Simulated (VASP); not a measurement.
Input:

```xyz
2
Lattice="1.3824 -2.3943 0.0000 1.3824 2.3943 0.0000 0.0000 0.0000 4.3537" Properties=species:S:1:pos:R:3 pbc="T T T"
Os     1.3824     0.7981     1.0884
Os     1.3824    -0.7981     3.2653
```

Method: optB88-vdW, VASP's PBE PAW potentials (set 64) (plane waves; VASP 6.6.1). Run with 520 eV cut-off, Gaussian smearing of 0.050 eV, potentials Os.

Problem. Give the energies of bands 1 to 11 at the high-symmetry points, in eV from the Fermi level.

Solution. 
| band | Γ | M | K | A | L | H |
|---|---|---|---|---|---|---|
| 1 | -10.59 | -6.90 | -6.23 | -8.21 | -7.14 | -5.61 |
| 2 | -7.47 | -6.75 | -5.19 | -8.21 | -7.14 | -5.61 |
| 3 | -2.95 | -6.15 | -5.19 | -3.40 | -5.09 | -4.70 |
| 4 | -2.95 | -3.45 | -4.40 | -3.40 | -5.09 | -4.70 |
| 5 | -2.67 | -2.75 | -3.29 | -3.15 | -1.20 | -3.27 |
| 6 | -2.15 | -2.45 | -3.29 | -3.15 | -1.20 | -3.27 |
| 7 | -2.15 | -1.80 | -1.28 | -3.15 | -0.07 | -1.32 |
| 8 | -1.56 | 1.85 | 1.39 | -3.15 | -0.07 | -1.32 |
| 9 | -1.56 | 2.39 | 1.39 | 0.80 | 2.18 | 1.51 |
| 10 | 0.23 | 2.54 | 1.95 | 0.80 | 2.18 | 1.51 |
| 11 | 1.57 | 4.20 | 5.16 | 0.80 | 3.18 | 8.10 |

It has no gap at this level: it comes out as a metal or semimetal.

The compound is Os in the hcp structure. It was relaxed first.
